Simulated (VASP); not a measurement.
GW runs with VASP on CaS (rock salt), on PBE orbitals with a Kohn-Sham gap of 2.35 eV on the mesh.

```cif
data_CaS
_chemical_formula_sum 'Ca1 S1'
_space_group_name_H-M_alt 'P 1'
_space_group_IT_number 1
_cell_length_a 4.02344
_cell_length_b 4.02344
_cell_length_c 4.02344
_cell_angle_alpha 60.000
_cell_angle_beta 60.000
_cell_angle_gamma 60.000
loop_
_space_group_symop_operation_xyz
  'x, y, z'
loop_
_atom_site_label
_atom_site_type_symbol
_atom_site_fract_x
_atom_site_fract_y
_atom_site_fract_z
_atom_site_occupancy
Ca1 Ca 0.00000 0.00000 0.00000 1
S1 S 0.50000 0.50000 0.50000 1
```

Run with PREC = Normal, 500 eV cut-off, 4×4×4 Γ-centred mesh, Gaussian smearing of 0.010 eV, potentials Ca_sv_GW S_GW.

The mesh is coarse and the basis finite, so the quasiparticle values are not converged.

```json
[
 {"run": "run 1", "level": "G0W0@PBE, 1 step(s)", "NBANDS": "64", "ENCUTGW (eV)": "150", "QP gap (eV)": "4.06", "smallest direct QP gap (eV)": "4.98"},
 {"run": "run 2", "level": "G0W0@PBE, 1 step(s)", "NBANDS": "160", "ENCUTGW (eV)": "200", "QP gap (eV)": "4.18", "smallest direct QP gap (eV)": "5.08"},
 {"run": "run 3", "level": "evGW0@PBE, 4 step(s)", "NBANDS": "160", "ENCUTGW (eV)": "200", "QP gap (eV)": "[?]", "smallest direct QP gap (eV)": "[?]"}
]
```

Task: Complete the blanks.

Result: 
- run 3, QP gap (eV): 4.58
- run 3, smallest direct QP gap (eV): 5.50

Left out are failed runs and those that VASP or the mesh makes unfit.

The compound is CaS in the rock salt structure. The cell was not relaxed at this level.
